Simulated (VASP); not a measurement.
Set up this calculation in VASP 6.6.1, as the native input.

```
Task                   : relaxation of cell and atoms
Functional             : RPBE
Potentials or basis    : VASP PAW PBE potentials, release 64 (Sn_d, Te)
Cutoff                 : 600 eV
k mesh                 : 12 × 12 × 12
Occupations            : gaussian, width 0.1 eV
Spin                   : no spin polarisation
Further INCAR settings : ALGO = Fast; EDIFF = 1e-07; IBRION = 2; EDIFFG = -0.005; NSW = 90; ISIF = 3
```

The structure of SnTe lies in POSCAR:

```
SnTe
1.0
    0.0000000000      3.1858130700      3.1858130700
    3.1858130700      0.0000000000      3.1858130700
    3.1858130700      3.1858130700      0.0000000000
Sn Te
1 1
Direct
    0.0000000000      0.0000000000      0.0000000000
    0.5000000000      0.5000000000      0.5000000000
```

The cell is a database's computed one.

These files were run (other wordings do the same):

INCAR

```
SYSTEM = SnTe
ALGO     = Fast           ! electronic algorithm
EDIFF    = 1E-7           ! SCF threshold, eV
EDIFFG   = -0.005         ! ionic threshold
ENCUT    = 600            ! plane-wave cutoff, eV
GGA      = RP             ! functional
IBRION   = 2              ! ionic algorithm
ISIF     = 3              ! what is computed and relaxed
ISMEAR   = 0              ! smearing method
LASPH    = .TRUE.         ! aspherical terms in the spheres
LCHARG   = .FALSE.        ! write CHGCAR
LREAL    = .FALSE.        ! projectors in reciprocal space
LWAVE    = .FALSE.        ! write WAVECAR
NELM     = 100            ! most SCF steps
NSW      = 90             ! ionic steps
PREC     = Accurate       ! precision mode
SIGMA    = 0.1            ! smearing width, eV
```

KPOINTS

```
k-points
0
G
  12 12 12
  0 0 0
```

Potentials or basis: VASP PAW PBE potentials, release 64 (Sn_d, Te).

Run with:

```bash
$ cat potpaw_PBE.64/Sn_d/POTCAR potpaw_PBE.64/Te/POTCAR > POTCAR
$ mpirun -np 1 vasp_std > vasp.out
```

It gave:

```
Relaxed volume                         : 34.05 Å³/atom
Relaxed cell                           : a = 4.584 Å, b = 4.584 Å, c = 4.584 Å, α = 60.00°, β = 60.00°, γ = 60.00°
Space group after relaxing (to 0.05 Å) : Fm-3m (No. 225)
Energy gained by relaxing              : 10.8 meV/atom
Ionic steps                            : 3
Pressure after relaxing                : 0.0 GPa
Band gap on the k mesh                 : 0.17 eV, direct
```

Caveat: the PAW data sets were made with another functional, which shifts forces and pressure a little; spin-orbit coupling is left out, which moves the levels of the heavy elements.

Run time: 75 s on 1 thread of Intel(R) Xeon(R) 6975P-C (Granite Rapids), with other jobs on the host, peak memory 0.28 GiB.
